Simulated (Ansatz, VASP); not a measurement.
# Cross-check of SiPb between VASP and Ansatz, part 2 of 2

Wanted: the spread between two codes on one cell, functional and k mesh. The cell is generated by rule, not measured, and may not be a known phase. The cell is taken from a series of runs on this material, whose earlier steps may have relaxed, scaled, displaced or heated it; both programs get it as it stands.

VASP 6.6.1 and Ansatz 0.2.0.

So far: The structure; VASP: relaxation of cell and atoms, LDA; Ansatz: relaxation of cell and atoms, LDA; Side by side.

## Step 5: VASP: zone-centre phonons, LDA

Level of this step: LDA; plane waves and PAW (Pb_d, Si); invented cell (VASP).

Second derivatives magnify differences that forces hide, and they need a tight electronic threshold.

INCAR

```
SYSTEM = SiPb
PREC = Accurate
ENCUT = 500
EDIFF = 1E-08
NELM = 120
ISMEAR = 1
SIGMA = 0.15
LREAL = .FALSE.
ALGO = Normal
GGA = CA
NBANDS = 15
LORBIT = 11
LWAVE = .FALSE.
LCHARG = .FALSE.
ISIF = 2
IBRION = 8
LASPH = .TRUE.
GGA_COMPAT = .FALSE.
KPAR = 2
```

POSCAR

```
SiPb
1.0
    0.0000000000      3.0665624840      3.0665624840
    3.0665624840      0.0000000000      3.0665624840
    3.0665624840      3.0665624840      0.0000000000
Pb Si
1 1
Direct
    0.0000000000      0.0000000000      0.0000000000
    0.2500000000      0.2500000000      0.2500000000
```

KPOINTS

```
Automatic mesh
0
Gamma
12 12 12
0 0 0
```

The projector-augmented-wave data sets are Pb_d and Si (LDA family, release 64).

The run is started by

```sh
mpirun -np 2 vasp_std
```

Numbers of over 12 decimals in the logs are rounded to 6 here.

What it wrote:

```text
[... set-up lines as in an earlier step ...]
 entering main loop
       N       E                     dE             d eps       ncg     rms          rms(c)
DAV:   1     0.130301707557E+03    0.13030E+03   -0.82938E+03  2175   0.114E+03
DAV:   2    -0.183166966204E+01   -0.13213E+03   -0.12786E+03  2230   0.304E+02
DAV:   3    -0.930428489704E+01   -0.74726E+01   -0.74420E+01  2902   0.790E+01
DAV:   4    -0.948833899681E+01   -0.18405E+00   -0.18401E+00  2495   0.145E+01
[...]
DAV:  12    -0.931707080578E+01    0.28597E-06   -0.12111E-06  2692   0.721E-03    0.547E-03
DAV:  13    -0.931707076620E+01    0.39577E-07   -0.27942E-07  2958   0.482E-03    0.910E-04
DAV:  14    -0.931707076462E+01    0.15825E-08   -0.20886E-08  2552   0.186E-03
   1 F= -.93170708E+01 E0= -.93169759E+01  d E =-.284647E-03
 Linear response reoptimize wavefunctions to high precision
DAV:   1    -0.931707076475E+01   -0.12983E-09   -0.12336E-09  2221   0.471E-04
DAV:   2    -0.931707076477E+01   -0.20009E-10   -0.13388E-10  1612   0.113E-04
 Linear response DOF=           2
 Linear response progress:
[...]
RMM:  11    -0.334467917817E+00    0.44012E-07   -0.41741E-07 16640   0.177E-04    0.271E-06
RMM:  12    -0.334467940392E+00   -0.22575E-07   -0.10774E-07 16933   0.999E-05    0.679E-07
RMM:  13    -0.334467937886E+00    0.25057E-08    0.34077E-08 17221   0.632E-05    0.432E-07
 first order change of Fermi-energy   0.16120E-04
 force on displaced ion       1 direction 1 :  -7.343   0.000   0.000
 Linear response progress:
  Degree of freedom:   2/  2
       N       E                     dE             d eps       ncg     rms          rms(c)
RMM:   1    -0.193141002524E-01   -0.19314E-01    0.20515E-02 18378   0.124E+00
RMM:   2    -0.179356356383E-01    0.13785E-02   -0.93139E-04 14407   0.523E-01    0.636E-02
RMM:   3    -0.181489529580E-01   -0.21332E-03   -0.68848E-04 15818   0.179E-01    0.378E-02
RMM:   4    -0.182267803542E-01   -0.77827E-04   -0.94317E-05 15480   0.880E-02    0.428E-03
[...]
RMM:  11    -0.182106421947E-01   -0.49591E-07    0.32803E-09 16998   0.103E-04    0.395E-06
RMM:  12    -0.182106301950E-01    0.12000E-07    0.17366E-10 16503   0.446E-05    0.125E-06
RMM:  13    -0.182106300413E-01    0.15363E-09   -0.57649E-10 15551   0.210E-05    0.327E-07
 first order change of Fermi-energy   0.16854E-03
 force on displaced ion       2 direction 1 :  -7.362  -0.000  -0.000
 Linear response finished
```

Parts of OUTCAR (step 5):

```text
  Total        0.0092670      0.0092670      0.0092670      0.0000000      0.0000000     -0.0000000
  in kB        0.2574339      0.2574339      0.2574339      0.0000000      0.0000000     -0.0000000
  external PRESSURE =       0.2574339 kB  Pullay stress =       0.0000000 kB

 POSITION                                       TOTAL-FORCE (eV/Angst)
 -----------------------------------------------------------------------------------
      0.00000      0.00000      0.00000        -0.000000     -0.000000     -0.000000
      1.53328      1.53328      1.53328         0.000000      0.000000      0.000000
 -----------------------------------------------------------------------------------
    total drift:                                0.000000      0.000000     -0.000000

[... 2 further parts left out ...]
```

## Step 6: Ansatz: zone-centre phonons, LDA

The same cell, functional (in two slightly different forms), mesh and smearing now go to Ansatz, which takes its cutoff from its data sets.

The cell is taken from a series of runs on this material, whose earlier steps may have relaxed, scaled, displaced or heated it; both programs get it as it stands.

input.yaml

```yaml
crystal:
  lattice:
    - [0.0, 3.066562484, 3.066562484]
    - [3.066562484, 0.0, 3.066562484]
    - [3.066562484, 3.066562484, 0.0]
  atoms:
    - { symbol: Pb, position: [0.0, 0.0, 0.0] }
    - { symbol: Si, position: [0.25, 0.25, 0.25] }
kpoints:
  mp_grid: { grid: [12, 12, 12] }
hamiltonian:
  xc: lda
scf:
  occupations: { method: methfessel_paxton, width: 0.15 }
output:
  eigenvalues: true
phonons:
  method: dfpt
```

The run is started by

```sh
ansatz run input.yaml --threads 4 --pin off --max-ram 7168MiB --backend cpu --events-out ev --progress --plain --runs-dir out
```

What it wrote:

```text
zone centre: on kpoints.mp_grid the ground state, and the responses unless they are solved on pairs of k-points, stand on 163 of the mesh's 1728 k-points, reduced under 8 symmetry operations, with k and −k counted as one. Each operation leaves every solved displacement unchanged or reverses it
[...]
Crystal: 2 atoms, lattice volume = 57.675 Å³
[...]
k mesh reduced under 8 symmetry operations, with k and −k counted as one. Each operation leaves every solved displacement unchanged or reverses it
  ASR residual: 5.255e-6 → 0.000e0 eV/Å²; symmetrization residual: 4.371e-6 eV/Å²
  ASR residual per site (eV/Å²): 5.25e-6 3.54e-6
  Γ frequencies (cm⁻¹): 0.00 0.00 0.00 284.37 284.37 284.37
  non-analytic LO–TO correction: not included (Born effective charges unavailable; polar crystals: no LO–TO splitting at Γ)
[key lines of the parts left out:]
SCF converged after 10 iterations
Free energy (F): -12210.100563 eV
Fermi energy:    7.216577 eV
```

## Step 7: Comparison

The two programs side by side:

| quantity | Ansatz | VASP | difference |
| --- | --- | --- | --- |
| optical mode 1 to 3 (cm⁻¹) | 284.4 | 284.5 | -0.03 % |

Modes are paired by rising frequency, not by their patterns, so a pair may set unlike modes beside each other; they are those without the splitting of longitudinal modes.

## Step 8: Outcome

```json
{
  "difference in volume (relaxation of cell and atoms, LDA)": "-0.13 %",
  "r.m.s. difference of the optical zone-centre modes, each program's sorted by frequency (zone-centre phonons, LDA)": "0.092 cm⁻¹"
}
```

What this shows: The difference in volume is -0.13 % (relaxation of cell and atoms, LDA), within the 1.2 % picked in this series as the mark of a large difference, as far as the stopping tolerances let one tell. 1 further run of this series is not shown here. How closely two codes agree says nothing of how well the functional describes the real material.

[Lines on the potential files, build, host, timing and source positions are cut from VASP's logs without a mark.]

[Logs are printed without paths, hosts, clocks, repeated set-up lines and the standing remarks that a program may print on its own settings, such as how far it seeks lower states.]

[Hosts, paths, dates, database ids (printed as entryN), source tags and the programs' standing remarks are cut or masked in the printed files.]
